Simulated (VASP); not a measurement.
# BaTiO3: excitons from the Bethe-Salpeter equation, part 4 of 4

What does the electron-hole attraction do to the spectrum of BaTiO3? The cell has space group P4mm. The start is a cell from a database of measured crystal structures.

VASP 6.6.1, plane waves and PAW; the level of theory is named at each step.

Still holding for the runs below: This run has no spin polarisation, although Ti can carry a moment.

So far, lowest excitation (eV): step 5 (BSE, Tamm-Dancoff, BSE on G0W0 on r2SCAN) 3.38; step 6 (without the electron-hole attraction) 3.75.

The database entry behind the starting cell differs from later determinations by our own check (c/a about 0.6 % short), so it need not match the best structure at ambient conditions.

## 7. Independent quasiparticles

This step: BSE on G0W0 on r2SCAN, independent quasiparticles, no spin polarisation; plane waves and PAW (Ba_sv_GW, Ti_sv_GW, O_GW) (VASP 6.6.1).

With LADDER and LHARTREE off the pairs don't interact at all, so the lowest line must equal the direct gap.

Input file INCAR:

```
SYSTEM = BaTiO3
PREC = Accurate
ENCUT = 440
ISMEAR = 0
SIGMA = 0.01
LREAL = .FALSE.
METAGGA = R2SCAN
LASPH = .TRUE.
NBANDS = 152
ALGO = BSE
NBANDSO = 4
NBANDSV = 4
OMEGAMAX = 25
NEDOS = 1000
CSHIFT = 0.1
PRECFOCK = Fast
LWAVE = .FALSE.
LCHARG = .FALSE.
ENCUTGW = 100
ANTIRES = 0
LADDER = .FALSE.
LHARTREE = .FALSE.
```

Input file POSCAR:

```
BaTiO3
1.0
    3.9998000000      0.0000000000      0.0000000000
    0.0000000000      3.9998000000      0.0000000000
    0.0000000000      0.0000000000      4.0180000000
Ba Ti O
1 1 3
Direct
    0.0000000000      0.0000000000      0.0000000000
    0.5000000000      0.5000000000      0.4900000000
    0.5000000000      0.5000000000      0.0190000000
    0.5000000000      0.0000000000      0.5170000000
    0.0000000000      0.5000000000      0.5170000000
```

Input file KPOINTS:

```
Automatic mesh
0
Gamma
6 6 6
0 0 0
```

The projector-augmented-wave data sets are Ba_sv_GW, Ti_sv_GW and O_GW (PBE family, release 64).

Command:

```sh
$ mpirun -np 8 vasp_std
```

What it wrote:

```text
[banner, memory and clock lines left out]
 LDA part: xc-table for (None), standard interpolation
 found WAVECAR, reading the header
 POSCAR, INCAR and KPOINTS ok, starting setup
 FFT: planning ... GRIDC
 FFT: planning ... GRID_SOFT
 FFT: planning ... GRID
 reading WAVECAR
 the WAVECAR file was read successfully
 initial charge from wavefunction
 available memory per node:     79.39 GB, setting MAXMEM to     81293

 Doing            0  frequencies on each core in blocks of            0
 parallelization over k-points
 Using distributed matrix
 Using distributed eigensolver
 allocating two-electron 4 orbital integral table    4    4    4    4
 BSE setting up matrix
 available memory per node:     79.14 GB, setting MAXMEM to     81040
 Calculate matrix elements of the BSE Hamiltonian:
 Workload is divided into blocks of two-electron 4 orbital integrals computed in
  parallel.
 Each block/integral has dimensions  of (   4,   4,   4,   4) orbitals
 Total number of blocks/integrals:                23436
 Number of spins:                                     1
 Number of kpoints:                                 216
 Spin channel:                                        1
  Number of blocks of unoccupied bands:               1
  Number of blocks of occupied bands:                 1
 Number of rows/columns of blocks:                  216

                                                        Time (sec)
               Integrals                 Ranks       Real         CPU
  [         1 -       1728/     23436]     8         0.07        0.00
  [      1729 -       3456/     23436]     8         0.13        0.00
  [      3457 -       5184/     23436]     8         0.19        0.00
  [      5185 -       6912/     23436]     8         0.26        0.00
  [      6913 -       8640/     23436]     8         0.32        0.00
  [      8641 -      10368/     23436]     8         0.41        0.00
  [     10369 -      12096/     23436]     8         0.47        0.00
  [     12097 -      13824/     23436]     8         0.53        0.00
  [     13825 -      15552/     23436]     8         0.60        0.00
  [     15553 -      17280/     23436]     8         0.68        0.00
  [     17281 -      19008/     23436]     8         0.74        0.00
  [     19009 -      20736/     23436]     8         0.80        0.00
  [     20737 -      22464/     23436]     8         0.86        0.00
  [     22465 -      23328/     23436]     8         0.90        0.00
  [     23329 -      23436/     23436]     8         0.91        0.00

[... 8 parts as in an earlier step ...]
```

Run time: 6.8 s. Hardware: 8 MPI ranks of Intel Xeon 6975P-C (Granite Rapids), shared host; peak memory 3.7 GiB; 42 s of CPU time.

OUTCAR, selected parts (step 7):

```text
   NELECT =      40.0000    total number of electrons

 E-fermi :   6.8993

[... 8 parts as in an earlier step ...]

[... 2 further parts left out ...]
```

The imaginary dielectric function has structure finer than the step of the table below, so its rows give means over 0.5 eV, whole bins alone (the curve runs from 0 to 25 eV). Peaks (eV: height): xx 5.56: 6.58, 6.18: 6.24, 7.56: 3.05, 8.26: 2.38, 9.83: 1.03; zz 5.56: 6.18, 6.26: 7.32, 7.43: 3.27, 8.46: 2.72, 9.83: 1.14.

From 4 filled and 4 empty bands alone, without any pair above OMEGAMAX = 25 eV, so strength is missing wherever others contribute; lines are broadened by CSHIFT, which also makes the tail under the first line. The imaginary dielectric function by photon energy; means over each step:

```csv
photon energy (eV),xx,zz
0.5,0.00539,0.00428
1.0,0.0114,0.00900
1.5,0.0189,0.0147
2.0,0.0293,0.0223
2.5,0.0459,0.0336
3.0,0.0802,0.0533
3.5,0.266,0.103
4.0,1.03,0.458
4.5,1.83,1.26
5.0,3.51,2.41
5.5,5.35,4.40
6.0,5.70,5.63
6.5,4.43,4.67
7.0,2.34,2.53
7.5,2.34,2.05
8.0,1.46,1.72
8.5,1.80,1.93
9.0,0.909,0.762
9.5,0.324,0.355
10.0,0.611,0.648
10.5,0.102,0.0965
11.0,0.0624,0.0429
11.5,0.0353,0.0299
12.0,0.0205,0.0194
12.5,0.0157,0.0150
13.0,0.0126,0.0120
13.5,0.0104,0.00992
14.0,0.00874,0.00833
14.5,0.00744,0.00710
15.0,0.00643,0.00612
15.5,0.00562,0.00532
16.0,0.00493,0.00468
16.5,0.00436,0.00413
17.0,0.00386,0.00365
17.5,0.00346,0.00327
18.0,0.00313,0.00294
18.5,0.00282,0.00265
19.0,0.00255,0.00240
19.5,0.00233,0.00220
20.0,0.00213,0.00200
20.5,0.00195,0.00184
21.0,0.00178,0.00168
21.5,0.00165,0.00155
22.0,0.00153,0.00143
22.5,0.00141,0.00133
23.0,0.00130,0.00123
23.5,0.00120,0.00114
24.0,0.00113,0.00106
24.5,0.00105,0.00100
```

The lowest excitation lies at 3.746 eV, +371 meV against the Tamm-Dancoff singlet. No second mesh in this session tests these energies, peaks and heights.

## 8. Summary

This step: BSE on G0W0 on r2SCAN; plane waves and PAW (VASP 6.6.1).

No new run; the numbers come from the runs before.

Cost is wall time times ranks on a shared host, for this step alone, without the steps before it. Excitations by level:

```csv
level,first excitation (eV),cost (core minutes)
"BSE, Tamm-Dancoff",3.375,3.47
without the electron-hole attraction,3.746,2.8
independent quasiparticles,3.746,0.91
```

## 9. Results

* BSE, Tamm-Dancoff: lowest vertical excitation 3.375 eV; direct gap 3.746 eV
* without the electron-hole attraction: lowest vertical excitation 3.746 eV; direct gap 3.746 eV
* independent quasiparticles: lowest vertical excitation 3.746 eV; direct gap 3.746 eV

What this shows: The Bethe-Salpeter equation puts the lowest vertical singlet excitation at 3.375 eV, 0.37 eV below the direct gap of 3.746 eV; the states within 10 meV of it carry 89 % of the strength of the strongest such group among the lowest 40 states. The attraction moves the centre of weight of eps2 xx over the computed range by -1.06 eV against the run without the attraction. The spectra were run on one mesh, so the distance from the gap isn't shown to be converged; coarse meshes tend to overstate it. Bands, response cutoff and mesh of the GW step weren't tested in this session. Only vertical pairs enter; the least gap on the mesh is indirect, 3.497 eV, and its phonon-assisted absorption is absent. Only the bands set by NBANDSO and NBANDSV form pairs, and any pair above OMEGAMAX = 25 eV is dropped, so the spectrum is that of this window; the window can cut degenerate bands, and the ratio of directions in the curves is that of the window, not of the crystal. Spin-orbit coupling is left out; with Ba in the cell it can split or shift band edges, by an amount that depends on which atoms form them and isn't tested here. The given cell is kept, although it stands at -3.9 GPa at r2SCAN and ENCUT = 440 eV, which holds the mismatch of the given cell with this functional and any basis-set error. The atoms weren't relaxed and carry forces of up to 0.40 eV/Å at r2SCAN in the first static run, so the numbers belong to the given coordinates, and a relaxation would change them. Not tabulated here, as repeats of values shown or as unfit to read for their mesh, reference level or band range: eps2 curves (empty bands); eps1 curves and static values (BSE, empty bands, independent quasiparticles, without the electron-hole attraction); line lists of runs without attraction (independent quasiparticles, without the electron-hole attraction).

[Lines on the potential files, build, host, timing and source positions are cut from VASP's logs without a mark.]

[Logs are printed without paths, hosts, clocks, repeated set-up lines and the standing remarks that a program may print on its own settings, such as how far it seeks lower states.]

[Hosts, paths, dates, database ids (printed as entryN), source tags and the programs' standing remarks are cut or masked in the printed files.]

[Pressures printed for these runs are not shown converged in the cutoff: they can be off by several GPa and have the wrong sign.]
